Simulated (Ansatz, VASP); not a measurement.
# WSe2 in two plane-wave programs, part 2 of 2

Aim: how closely do two programs agree when they are given the same cell, functional and k mesh? Of the first pair: The structure shown is the start of the Ansatz relaxation below; VASP solves that cell, so the two are compared at the walk's first step.

VASP 6.6.1 and Ansatz 0.2.0.

So far: The starting structure; Ansatz: relaxation, LDA; VASP: single point, LDA, start cell, pair 1.

### Step 3. VASP: single point, LDA, start cell, pair 1 (continued)

Level of this step: LDA, no spin polarisation; plane waves and PAW (W, Se) (VASP).

Numbers of over 12 decimals in the logs are rounded to 6 here.

From OUTCAR (step 3):

```text
ion  position               nearest neighbor table
   1  0.000  0.000  0.318-   2 2.49   2 2.49   3 2.49   3 2.49   2 2.49   3 2.49
   2  0.333  0.667  0.264-   1 2.49   1 2.49   1 2.49
   3  0.333  0.667  0.371-   1 2.49   1 2.49   1 2.49

  LATTYP: Found a hexagonal cell.
 ALAT       =     3.2880000000
 C/A-ratio  =     9.2001216545

 Subroutine GETGRP returns: Found 12 space group operations
 (whereof  6 operations were pure point group operations)

The static configuration has the point symmetry C_3v.
 The point group associated with its full space group is D_3h.

 Found     10 irreducible k-points:

   k-points           NKPTS =     10   k-points in BZ     NKDIM =     10   number of bands    NBANDS=     15

   dimension x,y,z NGX =    24 NGY =   24 NGZ =  240
   dimension x,y,z NGXF=    48 NGYF=   48 NGZF=  480

   ENCUT  =  520.0 eV  38.22 Ry    6.18 a.u.   6.11  6.11 56.24*2*pi/ulx,y,z

   NELECT =      18.0000    total number of electrons

 k-points in reciprocal lattice and weights: Automatic mesh
   0.00000000  0.00000000  0.00000000       0.016
   0.12500000 -0.00000000  0.00000000       0.094
   0.25000000 -0.00000000  0.00000000       0.094
   0.37500000  0.00000000  0.00000000       0.094
   0.50000000 -0.00000000  0.00000000       0.047
   0.12500000  0.12500000  0.00000000       0.094
   0.25000000  0.12500000  0.00000000       0.188
   0.37500000  0.12500000  0.00000000       0.188
   0.25000000  0.25000000  0.00000000       0.094
   0.37500000  0.25000000  0.00000000       0.094

 dipolmoment           0.000000      0.000000      0.000002 electrons x Angstroem

 average (electrostatic) potential at core
       1 -49.1167       2 -67.4715       3 -67.4715

 E-fermi :  -2.4661

 k-point     1 :       0.0000    0.0000    0.0000
  band No.  band energies     occupation
    ...
      5      -5.8789      2.00000
      6      -5.2131      2.00000
      7      -4.6440      2.00000
      8      -4.6440      2.00000
      9      -3.3957      2.00000
     10      -0.1542      0.00000
     11      -0.1542      0.00000
     12       0.1627      0.00000
     13       0.1627      0.00000
     14       1.2839      0.00000
    ...

 k-point     2 :       0.1250   -0.0000    0.0000
  band No.  band energies     occupation
    ...
      5      -5.8974      2.00000
      6      -5.6428      2.00000
      7      -5.0138      2.00000
      8      -4.3794      2.00000
      9      -3.5228      2.00000
     10      -0.6384      0.00000
     11      -0.5568      0.00000
     12      -0.1481      0.00000
     13       0.2538      0.00000
     14       1.9364      0.00000
    ...

 k-point     3 :       0.2500   -0.0000    0.0000
  band No.  band energies     occupation
    ...
      5      -6.9474      2.00000
      6      -5.7057      2.00000
      7      -5.0488      2.00000
      8      -4.6892      2.00000
      9      -4.1265      2.00000
     10      -1.0845      0.00000
     11      -0.6753      0.00000
     12      -0.3328      0.00000
     13       0.9582      0.00000
     14       2.6753      0.00000
    ...

  Total       -0.2314305     -0.2314306      2.3122188      0.0000000      0.0000000     -0.0000000
  in kB       -1.3092167     -1.3092172     13.0803635      0.0000000      0.0000000     -0.0000000
  external PRESSURE =       3.4873099 kB  Pullay stress =       0.0000000 kB

  energy-cutoff  :      520.00
  volume of cell :      283.22
      direct lattice vectors                 reciprocal lattice vectors
     3.288000000  0.000000000  0.000000000     0.304136253  0.175593118  0.000000000
    -1.644000000  2.847492000  0.000000000     0.000000000  0.351186237  0.000000000
     0.000000000  0.000000000 30.250000000     0.000000000  0.000000000  0.033057851

 POSITION                                       TOTAL-FORCE (eV/Angst)
 -----------------------------------------------------------------------------------
      0.00000      0.00000      9.61250        -0.000000     -0.000000     -0.000000
     -0.00000      1.89833      8.00000         0.000000      0.000000     -0.719894
     -0.00000      1.89833     11.22500         0.000000      0.000000      0.719894
 -----------------------------------------------------------------------------------
    total drift:                               -0.000000     -0.000001      0.000017

  FREE ENERGIE OF THE ION-ELECTRON SYSTEM (eV)
  ---------------------------------------------------
  free  energy   TOTEN  =       -24.1631774755 eV

  energy  without entropy=      -24.1631774733  energy(sigma->0) =      -24.16317747

 vacuum level on the upper side and lower side of the slab         2.243         2.243

 total charge
# of ion       s       p       d       tot
------------------------------------------
    1        0.556   0.654   4.301   5.512
    2        1.477   2.383   0.076   3.935
    3        1.477   2.383   0.076   3.935
--------------------------------------------------
tot          3.510   5.420   4.452  13.382

[... 3 further parts left out ...]
```

This run has no spin polarisation, so a moment on W, if there is one, isn't seen. The data set W keeps the semicore shell frozen, which is cheaper and a little less accurate.

### Step 4. Differences

Known differences besides the potentials themselves: Ansatz cuts the interaction across the vacuum, VASP repeats the sheet with a dipole correction (LDIPOL); the data sets hold 46 valence electrons in Ansatz (on its default PAW (the set named soft_2) files) and 18 in VASP; the cutoff is 420 eV in Ansatz and 520 eV in VASP; VASP's log shows a relativistic correction to its local exchange, Ansatz's none. Total energies have different zeros and are not compared.

Forces (eV/Å; atoms numbered as in POSCAR):

| atom | Ansatz x, y, z | VASP x, y, z |
| --- | --- | --- |
| W1 | 0.000, 0.000, 0.000 | 0.000, 0.000, 0.000 |
| Se2 | 0.000, 0.000, -0.706 | 0.000, 0.000, -0.720 |
| Se3 | 0.000, 0.000, 0.706 | 0.000, 0.000, 0.720 |

The forces differ by 6.6 meV/Å r.m.s., which is 1.9 % of the r.m.s. force of 0.339 eV/Å (both taken over all components). Where the cell holds vacuum, a pressure given here is an average over it and none of the material.

### Step 5. Ansatz: relaxation, LDA

This run makes the geometry at which the two programs are then compared.

The structure compared here is the end of the Ansatz relaxation.

This is the run of step 2 again, met here at its other cell.

### Step 6. VASP: single point, LDA, relaxed cell, pair 2

The same cell, functional (in two slightly different forms), mesh and smearing now go to VASP, with its own data sets.

File INCAR:

```
SYSTEM = WSe2
PREC = Accurate
ENCUT = 520
EDIFF = 1E-06
NELM = 120
ISMEAR = -1
SIGMA = 0.05
LREAL = .FALSE.
ALGO = Normal
GGA = PW92
NBANDS = 15
LASPH = .TRUE.
LORBIT = 11
LWAVE = .FALSE.
LCHARG = .FALSE.
ISIF = 2
LDIPOL = .TRUE.
IDIPOL = 3
DIPOL = 0.5 0.5 0.318
LVHAR = .TRUE.
GGA_COMPAT = .FALSE.
EFERMI = MIDGAP
NELMDL = -8
```

File POSCAR:

```
WSe2
1.0
    3.2476332556      0.0000000000      0.0000000000
   -1.6238166278      2.8125329015      0.0000000000
    0.0000000000      0.0000000000     30.2499998040
W Se
1 2
Direct
    0.0000000000      0.0000000000      0.3177685971
    0.3333333333      0.6666666667      0.2627254125
    0.3333333333      0.6666666667      0.3728117817
```

File KPOINTS:

```
Automatic mesh
0
Gamma
8 8 1
0 0 0
```

PAW data sets: W and Se (LDA family, release 64).

The run is started by

```console
$ mpirun -np 1 vasp_std
```

The log of the run:

```text
[banner, memory and clock lines left out]
running    1 mpi-ranks, on    1 nodes
[...]
[... a notice as in an earlier step ...]

 LDA part: xc-table for (Slater(with rela. corr.)+PW92), standard interpolation
 POSCAR, INCAR and KPOINTS ok, starting setup
[...]
entering main loop
       N       E                     dE             d eps       ncg     rms          rms(c)
DAV:   1     0.133753074257E+03    0.13375E+03   -0.54984E+03   300   0.826E+02
DAV:   2    -0.824847531867E+01   -0.14200E+03   -0.13165E+03   493   0.153E+02
DAV:   3    -0.248713870892E+02   -0.16623E+02   -0.16504E+02   419   0.674E+01
DAV:   4    -0.252166005800E+02   -0.34521E+00   -0.34397E+00   378   0.123E+01
[...]
DAV:  22    -0.242037663491E+02   -0.82581E-05   -0.30878E-07   319   0.227E-03    0.448E-04
DAV:  23    -0.242037703887E+02   -0.40396E-05   -0.13749E-07   283   0.137E-03    0.133E-03
DAV:  24    -0.242037710706E+02   -0.68191E-06   -0.99685E-09   318   0.443E-04
   1 F= -.24203771E+02 E0= -.24203771E+02  d E =-.180117E-08
```

From OUTCAR (step 6):

```text
  Total       -0.0493824     -0.0493824     -0.0144323      0.0000000      0.0000000      0.0000000
  in kB       -0.2863471     -0.2863471     -0.0836865      0.0000000      0.0000000      0.0000000
  external PRESSURE =      -0.2187935 kB  Pullay stress =       0.0000000 kB

 POSITION                                       TOTAL-FORCE (eV/Angst)
 -----------------------------------------------------------------------------------
      0.00000      0.00000      9.61250        -0.000000      0.000000     -0.000000
     -0.00000      1.87502      7.94744         0.000000     -0.000000      0.001507
     -0.00000      1.87502     11.27756         0.000000      0.000000     -0.001507
 -----------------------------------------------------------------------------------
    total drift:                               -0.000000      0.000000      0.000094

  FREE ENERGIE OF THE ION-ELECTRON SYSTEM (eV)
  ---------------------------------------------------
  free  energy   TOTEN  =       -24.2037710706 eV

  energy  without entropy=      -24.2037710688  energy(sigma->0) =      -24.20377107

[... 1 part as in an earlier step ...]

[... 2 further parts left out ...]
[key lines of the parts left out:]
E-fermi :  -2.2909
```

### Step 7. Comparison

What differs besides the data sets and the points named for the pairs above, as far as they apply: the data sets hold 46 valence electrons in Ansatz (on its default PAW (the set named soft_2) files) and 18 in VASP. Total energies have different zeros and are not compared.

The two programs side by side:

| quantity | Ansatz | VASP | difference |
| --- | --- | --- | --- |
| gap on the k mesh (eV) | 1.960 | 1.958 | +0.002 |

The largest component of a force difference here is 4 meV/Å. A gap on the mesh is an upper bound, since the band edges may lie between its points; neither run holds spin-orbit coupling, which can move the band edges of a compound of W. Where the cell holds vacuum, a pressure given here is an average over it and none of the material.

### Step 8. What came out

```json
{"r.m.s. force difference (single point, LDA, start cell, pair 1)": "1.9 % of the r.m.s. force", "difference in gap on the k mesh (single point, LDA, relaxed cell, pair 2)": "0.0022 eV"}
```

**Reading.** The r.m.s. force difference is 1.9 % of the r.m.s. force (single point, LDA, start cell, pair 1), within the 3 % picked in this series as the mark of a large difference. The data sets hold unlike numbers of valence electrons (46 in Ansatz and 18 in VASP), so part of the differences may come from the potentials. Such differences can come from data sets, numerical settings and the points named under the comparisons, not from the functional's error against experiment.

[Lines on the potential files, build, host, timing and source positions are cut from VASP's logs without a mark.]

[Logs are printed without paths, hosts, clocks, repeated set-up lines and the standing remarks that a program may print on its own settings, such as how far it seeks lower states.]

[Hosts, paths, dates, database ids (printed as entryN), source tags and the programs' standing remarks are cut or masked in the printed files.]
